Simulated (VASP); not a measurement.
# YPdF (P-6m2) in VASP: reference runs

Aim: a first look at YPdF with PBE, on the cell as given.

Program: VASP 6.6.1. These are calculated values, not measurements. Logs are shortened: lines on timing, memory, paths and dates and some standing lists are left out, and cuts for length are marked.

## Step 1: Starting point

It takes space group P-6m2 (No. 187, hexagonal). Conventional cell: a = 3.852 Å, b = 3.852 Å, c = 4.364 Å, α = 90.00°, β = 90.00°, γ = 120.00°. Around Y (site symmetry -6m2) lie 6 Pd at 3.12 Å and 6 F at 3.12 Å. Around Pd (site symmetry -6m2) lie 3 F at 2.22 Å. F (site symmetry -6m2) has 3 Pd at 2.22 Å as nearest neighbours.

The cell was built by a generator and needn't be a form met in nature.

## Step 2: Single point, PBE

INCAR reads:

```
SYSTEM = YPdF
PREC     = Accurate       ! precision mode
ENCUT    = 520            ! plane-wave cutoff, eV
EDIFF    = 1E-7           ! SCF threshold, eV
ISMEAR   = -1             ! smearing method
SIGMA    = 0.05           ! smearing width, eV
LREAL    = .False.        ! projectors in reciprocal space
LASPH    = .True.         ! aspherical terms in the spheres
NELM     = 100            ! most SCF steps
ALGO     = Normal         ! electronic algorithm
ISIF     = 2              ! what is computed and relaxed
LWAVE    = .False.        ! write WAVECAR
LCHARG   = .True.         ! write CHGCAR
GGA      = PE             ! functional
LELF     = .True.         ! ELF
LVHAR    = .True.       
NBANDS   = 21             ! bands
```

KPOINTS reads:

```
Automatic mesh
0
Gamma
  8 8 6
  0 0 0
```

POSCAR reads:

```
YPdF
1.0
    3.8516678000      0.0000000000      0.0000000000
   -1.9258339000      3.3356421700      0.0000000000
    0.0000000000      0.0000000000      4.3642671200
Y Pd F
1 1 1
Direct
    0.0000000000      0.0000000000      0.0000000000
    0.6666666700      0.3333333300      0.5000000000
    0.3333333300      0.6666666700      0.5000000000
```

Potentials or basis: VASP PAW PBE potentials, release 64 (Y_sv, Pd, F).

Started as:

```console
$ cat potpaw_PBE.64/Y_sv/POTCAR potpaw_PBE.64/Pd/POTCAR potpaw_PBE.64/F/POTCAR > POTCAR
$ mpirun -np 1 vasp_std > vasp.out
```

OUTCAR:

```text
SYSTEM = YPdF
   PREC = Accurate
   ENCUT = 520
   EDIFF = 1E-7
   ISMEAR = -1
   LREAL = .False.
   LASPH = .True.
   NELM = 100
   ISIF = 2
   GGA = PE

 ion  position               nearest neighbor table
   1  0.000  0.000  0.000-   2 3.12   3 3.12   2 3.12   3 3.12   2 3.12   2 3.12   3 3.12   3 3.12
                             2 3.12   2 3.12   3 3.12   3 3.12
   2  0.667  0.333  0.500-   3 2.22   3 2.22   3 2.22   1 3.12   1 3.12   1 3.12   1 3.12   1 3.12
                             1 3.12
   3  0.333  0.667  0.500-   2 2.22   2 2.22   2 2.22   1 3.12   1 3.12   1 3.12   1 3.12   1 3.12
                             1 3.12

  LATTYP: Found a hexagonal cell.
 ALAT       =     3.8516678000
 C/A-ratio  =     1.1330850288

  Lattice vectors:

 A1 = (   3.8516678000,   0.0000000000,   0.0000000000)
 A2 = (  -1.9258339000,   3.3356421700,   0.0000000000)
 A3 = (   0.0000000000,   0.0000000000,   4.3642671200)

Analysis of symmetry for initial positions (statically):
=====================================================================
 Subroutine PRICEL returns:
 Original cell was already a primitive cell.

 Routine SETGRP: Setting up the symmetry group for a
 hexagonal supercell.

 Subroutine GETGRP returns: Found 12 space group operations
 (whereof 12 operations were pure point group operations)
 out of a pool of 24 trial point group operations.

The static configuration has the point symmetry D_3h.

Analysis of symmetry for dynamics (positions and initial velocities):
=====================================================================
 Subroutine PRICEL returns:
 Original cell was already a primitive cell.

 Routine SETGRP: Setting up the symmetry group for a
 hexagonal supercell.

 Subroutine GETGRP returns: Found 12 space group operations
 (whereof 12 operations were pure point group operations)
 out of a pool of 24 trial point group operations.

The dynamic configuration has the point symmetry D_3h.

 Subroutine INISYM returns: Found 12 space group operations
 (whereof 12 operations are pure point group operations),
 and found     1 'primitive' translations

----------------------------------------------------------------------------------------

                                     Primitive cell

  volume of cell :      56.0712

  direct lattice vectors                    reciprocal lattice vectors
     3.851667800  0.000000000  0.000000000     0.259627790  0.149896174  0.000000000
    -1.925833900  3.335642170  0.000000000     0.000000000  0.299792349  0.000000000
     0.000000000  0.000000000  4.364267120     0.000000000  0.000000000  0.229133546

  length of vectors
     3.851667800  3.851667807  4.364267120     0.299792349  0.299792349  0.229133546

  position of ions in fractional coordinates (direct lattice)
     0.000000000  0.000000000  0.000000000
     0.666666670  0.333333330  0.500000000
     0.333333330  0.666666670  0.500000000

  ion indices of the primitive-cell ions
   primitive index   ion index
                 1           1
                 2           2
                 3           3

----------------------------------------------------------------------------------------

 KPOINTS: Automatic mesh

Automatic generation of k-mesh.
 Grid dimensions read from file:
 generate k-points for:    8    8    6

 Generating k-lattice:

  Cartesian coordinates                     Fractional coordinates (reciprocal lattice)
     0.032453474  0.018737022  0.000000000     0.125000000  0.000000000  0.000000000
     0.000000000  0.037474044  0.000000000     0.000000000  0.125000000  0.000000000
     0.000000000  0.000000000  0.038188924     0.000000000  0.000000000  0.166666667

  Length of vectors
     0.037474044  0.037474044  0.038188924

  Shift w.r.t. Gamma in fractional coordinates (k-lattice)
     0.000000000  0.000000000  0.000000000

 Subroutine IBZKPT returns following result:
 ===========================================

 Found     40 irreducible k-points:

 Following reciprocal coordinates:
            Coordinates               Weight
  0.000000  0.000000  0.000000      1.000000
  0.125000  0.000000  0.000000      6.000000
  0.250000  0.000000  0.000000      6.000000
  0.375000  0.000000  0.000000      6.000000
  0.500000  0.000000  0.000000      3.000000
  0.125000  0.125000  0.000000      6.000000
[... 16 lines left out ...]
  0.250000  0.000000  0.333333     12.000000
  0.375000  0.000000  0.333333     12.000000
 [... further k-points ...]
   k-points           NKPTS =     40   k-points in BZ     NKDIM =     40   number of bands    NBANDS=     21
   number of dos      NEDOS =    301   number of ions     NIONS =      3
   total plane-waves  NPLWV =  28800
   dimension x,y,z NGX =    30 NGY =   30 NGZ =   32
   dimension x,y,z NGXF=    60 NGYF=   60 NGZF=   64
   ions per type =               1   1   1
   NGX,Y,Z   is equivalent  to a cutoff of  12.95, 12.95, 12.19 a.u.
   NGXF,Y,Z  is equivalent  to a cutoff of  25.90, 25.90, 24.38 a.u.
 SYSTEM =  YPdF
   PREC   = accura    normal or accurate (medium, high low for compatibility)
   ISTART =      0    job   : 0-new  1-cont  2-samecut
   ICHARG =      2    charge: 1-file 2-atom 10-const
   ISPIN  =      1    spin polarized calculation?
   LNONCOLLINEAR =      F non collinear calculations
   LSORBIT =      F    spin-orbit coupling
   LASPH  =      T    aspherical Exc in radial PAW
   ENCUT  =  520.0 eV  38.22 Ry    6.18 a.u.   7.16  7.16  8.11*2*pi/ulx,y,z
   NELM   =    100;   NELMIN=  2; NELMDL= -5     # of ELM steps
   EDIFF  = 0.1E-06   stopping-criterion for ELM
   LREAL  =      F    real-space projection
   EDIFFG = 0.1E-05   stopping-criterion for IOM
   NSW    =      0    number of steps for IOM
   IBRION =     -1    ionic relax: 0-MD 1-quasi-New 2-CG
   NFREE  =      0    steps in history (QN), initial steepest desc. (CG)
   ISIF   =      2    stress and relaxation
   ISYM   =      2    0-nonsym 1-usesym 2-fastsym
   POTIM  = 0.5000    time-step for ionic-motion
   TEBEG  =    0.0;   TEEND  =   0.0 temperature during run
   PSTRESS=    0.0 pullay stress
   NELECT =      28.0000    total number of electrons
   NUPDOWN=      -1.0000    fix difference up-down
   EMIN   =  10.00;   EMAX   =-10.00  energy-range for DOS
   EFERMI =   0.00;   METHOD = LEGACY
   ISMEAR =    -1;   SIGMA  =   0.05  broadening in eV -4-tet -1-fermi 0-gaus
   EFERMI_NEDOS =   21; number of points for ismear=-14 and -15
   IALGO  =     38    algorithm
   IMIX   =      4    mixing-type and parameters
     AMIX     =   0.40;   BMIX     =  1.00
     AMIX_MAG =   1.60;   BMIX_MAG =  1.00
  volume/ion in A,a.u.               =      18.69       126.13
  Fermi-wavevector in a.u.,A,eV,Ry     =   1.298816  2.454406 22.951982  1.686923
  Thomas-Fermi vector in A             =   2.430120
   LORBIT       =      0    0 simple, 1 ext, 2 COOP (PROOUT), +10 PAW based schemes
   GGA     = PE    functional components
   LHFCALC =     F    Hartree Fock is set to
   AEXX    =    0.0000 exact exchange contribution
   IVDW    =     0    specifies the selected vdW correction
   LEPSILON=     F    determine dielectric tensor
   LRPA    =     F    only Hartree local field effects (RPA)
 non-spin polarized calculation
  energy-cutoff  :      520.00
  volume of cell :       56.07
 maximum number of plane-waves:      1522
 NGX is ok and might be reduce to    30
   NGX = 15   NGY = 15   NGZ = 17

 number of electron      27.9999992 magnetization

 Free energy of the ion-electron system (eV)
  ---------------------------------------------------
  ext. energy  EPLUGINS =         0.00000000
  ---------------------------------------------------
  free energy    TOTEN  =       -16.13205320 eV

  energy without entropy =      -16.11136823  energy(sigma->0) =      -16.12171072

 E-fermi :   5.3372     XC(G=0): -10.5753

 val. band max:        5.3175285971   @ k =   0.2500   0.1250   0.5000
 cond. band min:       5.3498318107   @ k =   0.1250   0.1250   0.3333
 fundamental gap:      0.0323032136
 Fermi energy:         5.3371615955

 k-point     1 :       0.0000    0.0000    0.0000
  band No.  band energies     occupation
      1     -38.2589      2.00000
      2     -19.3156      2.00000
      3     -18.2058      2.00000
      4     -18.0852      2.00000
      5     -18.0852      2.00000
      6      -1.8115      2.00000
[... 13 lines left out ...]
     20      10.2968      0.00000
     21      13.7061      0.00000

 k-point     2 :       0.1250    0.0000    0.0000
  band No.  band energies     occupation
      1     -38.2564      2.00000
      2     -19.3128      2.00000
      3     -18.2023      2.00000
      4     -18.1084      2.00000
      5     -18.0925      2.00000
      6      -1.8994      2.00000
[... 13 lines left out ...]
     20      10.8905      0.00000
     21      13.6427      0.00000

 k-point     3 :       0.2500    0.0000    0.0000
  band No.  band energies     occupation
      1     -38.2505      2.00000
      2     -19.3070      2.00000
      3     -18.1938      2.00000
      4     -18.1633      2.00000
      5     -18.1101      2.00000
      6      -2.0246      2.00000
[... 13 lines left out ...]
     20      12.0817      0.00000
     21      12.4959      0.00000
[... 457 lines left out ...]
 k-point    23 :       0.2500    0.0000    0.3333
  band No.  band energies     occupation
      1     -38.2493      2.00000
      2     -19.3270      2.00000
      3     -18.1963      2.00000
      4     -18.1614      2.00000
      5     -18.1090      2.00000
      6      -1.9211      2.00000
[... 13 lines left out ...]
     20       9.9626      0.00000
     21      13.4734      0.00000

 k-point    24 :       0.3750    0.0000    0.3333
  band No.  band energies     occupation
      1     -38.2436      2.00000
      2     -19.2863      2.00000
      3     -18.2526      2.00000
      4     -18.1901      2.00000
      5     -18.1269      2.00000
      6      -1.9371      2.00000
[... 13 lines left out ...]
     20      10.3970      0.00000
     21      12.1041      0.00000

 [... further k-points ...]

------------------------ aborting loop because EDIFF is reached ----------------------------------------

  FORCE on cell =-STRESS in cart. coord.  units (eV):
  Direction    XX          YY          ZZ          XY          YZ          ZX
  --------------------------------------------------------------------------------------
  -------------------------------------------------------------------------------------
  Total        3.1571296      3.1571296     -3.5362872      0.0000000     -0.0000000      0.0000000
  in kB       90.2118090     90.2118094   -101.0458556      0.0000000     -0.0000000      0.0000000
  external PRESSURE =      26.4592543 kB  Pullay stress =       0.0000000 kB

 VOLUME and BASIS-vectors are now :
 -----------------------------------------------------------------------------
  energy-cutoff  :      520.00
  volume of cell :       56.07
      direct lattice vectors                 reciprocal lattice vectors
     3.851667800  0.000000000  0.000000000     0.259627790  0.149896174  0.000000000
    -1.925833900  3.335642170  0.000000000     0.000000000  0.299792349  0.000000000
     0.000000000  0.000000000  4.364267120     0.000000000  0.000000000  0.229133546

 POSITION                                       TOTAL-FORCE (eV/Angst)
 -----------------------------------------------------------------------------------
      0.00000      0.00000      0.00000         0.000000      0.000000      0.000000
      1.92583      1.11188      2.18213        -0.000000      0.000000      0.000000
     -0.00000      2.22376      2.18213        -0.000000     -0.000000      0.000000
 -----------------------------------------------------------------------------------
    total drift:                                0.000029     -0.000017      0.000000

  FREE ENERGIE OF THE ION-ELECTRON SYSTEM (eV)
  ---------------------------------------------------
  free  energy   TOTEN  =       -16.1320532002 eV

  energy  without entropy=      -16.1113682336  energy(sigma->0) =      -16.12171072
```

Run time: 65 s. Hardware: 1 thread of AMD EPYC 7R13 (Zen 3), shared host; peak memory 0.19 GiB.

What came out:

```
Free energy            : -16.1321 eV
Pressure               : 2.6 GPa
Band gap on the k mesh : none (metal or under the smearing width)
```
